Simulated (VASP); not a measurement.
Energy against volume of CdTe (zinc blende). Level of theory: r2SCAN meta-GGA, VASP's PBE PAW potentials (set 64) (plane waves; VASP 6.6.1). Numerical set-up: 520 eV cut-off, 7×7×7 Γ-centred mesh, Gaussian smearing of 0.050 eV, potentials Cd Te.

```csv
V (Å³/atom),E (eV/atom)
34.283,-23.31791
35.343,-23.32215
36.403,-23.31838
37.463,-23.30784
```

Task: Fit these four points and predict the energy of the run at 33.222 Å³/atom.

Result: A cubic in V^(−2/3), the third-order Birch-Murnaghan form, passes through the four points with V0 = 35.34 Å³/atom and B0 = 40 GPa, and gives -23.3042 eV/atom there. The run gave -23.3042 eV/atom, +0.0 meV/atom from the fit; all five points give B0 = 40 GPa.

The compound is CdTe in the zinc blende structure. It was relaxed first.
